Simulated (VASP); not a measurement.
Data:

```yaml
crystal:
  lattice:
    - [0.00000, 2.94933, 2.94933]
    - [2.94933, 0.00000, 2.94933]
    - [2.94933, 2.94933, 0.00000]
  atoms:
    - { symbol: Cu, position: [0.00000, 0.00000, 0.00000] }
    - { symbol: I, position: [0.25000, 0.25000, 0.25000] }
```

Calculation: r2SCAN meta-GGA, VASP's PBE PAW potentials (set 64) (plane waves; VASP). Run with 520 eV cut-off, 8×8×8 Γ-centred mesh, Gaussian smearing of 0.050 eV, potentials Cu I.

Unless said otherwise, spin-orbit coupling is left out, though it shifts the bands of the heavy elements here.

Problem. Predict the energy per atom (σ→0), pressure, band gap (on the k-mesh) with the smallest direct gap where there is one.

Solution. 
```
Quantity                                       Value
-----------------------------------  ---------------
band gap (on the k-mesh)                     1.87 eV
smallest direct gap (on the k-mesh)          1.87 eV
energy per atom (σ→0)                -17882 meV/atom
pressure                                   31.5 kbar
```

The absolute energy has meaning only against runs of the same code, potentials and settings.

The compound is CuI in the zinc blende structure. This cell is one point of a volume scan, at 0.94 of the reference volume.
